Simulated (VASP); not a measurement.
Given:

```xyz
4
Lattice="1.2331 -2.1358 0.0000 1.2331 2.1358 0.0000 0.0000 0.0000 5.1464" Properties=species:S:1:pos:R:3 pbc="T T T"
B      1.2331     0.7119     1.2866
B      1.2331    -0.7119     3.8598
N      1.2331    -0.7119     1.2866
N      1.2331     0.7119     3.8598
```

Level of theory: PBE GGA, VASP's PBE PAW potentials (set 64) (plane waves; VASP). Settings: 620 eV cut-off, 10×10×5 Γ-centred mesh, Gaussian smearing of 0.050 eV, potentials B N.

Without a dispersion term in the relaxation, distances and binding between the weakly bound layers, chains or molecules are unreliable, and so is what depends on them.

Problem. What does the run give for the energy per atom (σ→0), pressure?

Solution. 
- energy per atom (σ→0) = -8.614 eV/atom
- pressure = 30.31 GPa

The absolute energy has meaning only against runs of the same code, potentials and settings.

The compound is BN in the hex structure. It was relaxed first under an external pressure of 30 GPa.
